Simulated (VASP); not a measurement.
Ni4H8NO8 (a cell with a defect), 21 atoms in the cell. The cell holds a defect, 21 atoms: a = 6.288 Å, b = 6.294 Å, c = 6.720 Å, α = 86.23°, β = 86.03°, γ = 60.04°. 

| Item | Value |
| --- | --- |
| Program | VASP 6.6.1 |
| Task | single point |
| Functional | LDA |
| Potentials or basis | VASP PAW LDA potentials, release 64 (Ni, H, O, N) |
| Cutoff | 520 eV |
| k mesh | 2 × 2 × 1 |
| Occupations | fermi-dirac, width 0.05 eV |
| Spin | collinear spin, typed start |
| Starting moments | [0.8, 0.8, 0.8, 0.8, 0.0, 0.0, 0.0, 0.0, 0.0, 0.0, 0.0, 0.0, 0.0, 0.0, 0.0, 0.0, 0.0, 0.0, 0.0, 0.0, 1.0] μB |
| Dipole correction | no |
| Further INCAR settings | LREAL = Auto; ALGO = Normal; EDIFF = 1e-07; NBANDS = 70 |

Potentials or basis: VASP PAW LDA potentials, release 64 (Ni, H, O, N).

Run with:

```sh
$ cat potpaw_LDA.64/Ni/POTCAR potpaw_LDA.64/H/POTCAR potpaw_LDA.64/O/POTCAR potpaw_LDA.64/N/POTCAR > POTCAR
$ mpirun -np 1 vasp_std > vasp.out
```

Hardware: 1 thread of AMD EPYC 9R45 (Zen 5) (shared host).

How long does it take, and how much memory?

Run time: 6.7 min on 1 thread of AMD EPYC 9R45 (Zen 5), with other jobs on the host, peak memory 0.32 GiB. Counts: scf iterations 38, k points 4.
